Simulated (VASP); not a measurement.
These are LDA (Ceperley-Alder, Perdew-Zunger), VASP's LDA PAW potentials (set 64) (plane waves; VASP 6.6.1) values and carry that method's errors.

VASP ran on this input.

**POSCAR**
```
V
1
   -1.4634402604     1.4634402604     1.4634402604
    1.4634402604    -1.4634402604     1.4634402604
    1.4634402604     1.4634402604    -1.4634402604
V
1
Direct
  0.0000000000   0.0000000000   0.0000000000
```

**KPOINTS**
```
Automatic
0
gamma
 19 19 19
```

**INCAR**
```
ALGO = Normal
EDIFF = 1E-7
ENCUT = 520
ISIF = 2
ISMEAR = -5
LASPH = T
LCHARG = T
LMAXMIX = 4
LORBIT = 11
LREAL = F
LWAVE = F
NEDOS = 601
NELM = 100
PREC = Accurate
SYSTEM = V
```

POTCAR, in this order: V_sv (LDA.64 set). Program: vasp_std.

Output of the run:

File OSZICAR:
```
       N       E                     dE             d eps       ncg     rms          rms(c)
DAV:   1     0.857331639391E+02    0.85733E+02   -0.73551E+03  4408   0.144E+03
DAV:   2    -0.981085947246E+01   -0.95544E+02   -0.93666E+02  4516   0.370E+02
DAV:   3    -0.112542082902E+02   -0.14433E+01   -0.14254E+01  4578   0.544E+01
DAV:   4    -0.112629039462E+02   -0.86957E-02   -0.86991E-02  4466   0.445E+00
DAV:   5    -0.112630063529E+02   -0.10241E-03   -0.10241E-03  4558   0.477E-01    0.205E+01
DAV:   6    -0.998684675281E+01    0.12762E+01   -0.49108E+00  4420   0.338E+01    0.262E+00
DAV:   7    -0.996000297487E+01    0.26844E-01   -0.26892E-02  4430   0.231E+00    0.126E+00
DAV:   8    -0.994950666106E+01    0.10496E-01   -0.81394E-03  4436   0.161E+00    0.750E-02
DAV:   9    -0.994952705264E+01   -0.20392E-04   -0.83621E-05  4412   0.160E-01    0.353E-02
DAV:  10    -0.994953866710E+01   -0.11614E-04   -0.46249E-06  4464   0.261E-02    0.191E-03
DAV:  11    -0.994953823875E+01    0.42835E-06   -0.42099E-07  4452   0.960E-03    0.211E-03
DAV:  12    -0.994953827417E+01   -0.35416E-07   -0.17904E-08  2206   0.238E-03
   1 F= -.99495383E+01 E0= -.99495383E+01  d E =0.000000E+00
```

### OUTCAR
```
------------------------ aborting loop because EDIFF is reached ----------------------------------------
  FORCE on cell =-STRESS in cart. coord.  units (eV):
  Direction    XX          YY          ZZ          XY          YZ          ZX
  --------------------------------------------------------------------------------------
  Total        0.0249561      0.0249561      0.0249561      0.0000000     -0.0000000     -0.0000000
  in kB        3.1893520      3.1893520      3.1893520      0.0000000     -0.0000000     -0.0000000
  external PRESSURE =       3.1893520 kB  Pullay stress =       0.0000000 kB
  volume of cell :       12.54
      direct lattice vectors                 reciprocal lattice vectors
    -1.463440260  1.463440260  1.463440260     0.000000000  0.341660684  0.341660684
     1.463440260 -1.463440260  1.463440260     0.341660684  0.000000000  0.341660684
     1.463440260  1.463440260 -1.463440260     0.341660684  0.341660684  0.000000000
 POSITION                                       TOTAL-FORCE (eV/Angst)
 -----------------------------------------------------------------------------------
      0.00000      0.00000      0.00000         0.000000     -0.000000      0.000000
 -----------------------------------------------------------------------------------
    total drift:                                0.000000     -0.000000      0.000000
  FREE ENERGIE OF THE ION-ELECTRON SYSTEM (eV)
  ---------------------------------------------------
  free  energy   TOTEN  =        -9.9495382742 eV

  energy  without entropy=       -9.9495382742  energy(sigma->0) =       -9.94953827

 total charge

# of ion       s       p       d       tot
------------------------------------------
    1        2.366   6.240   3.202  11.809
```
(Selected blocks of OUTCAR.)

For a metal the tetrahedron method with Blöchl corrections gives inexact stress and forces.

The compound is V in the bcc structure. It was relaxed first, which changed the volume by -10 %. The run is not spin-polarised, so no magnetic state was tried.
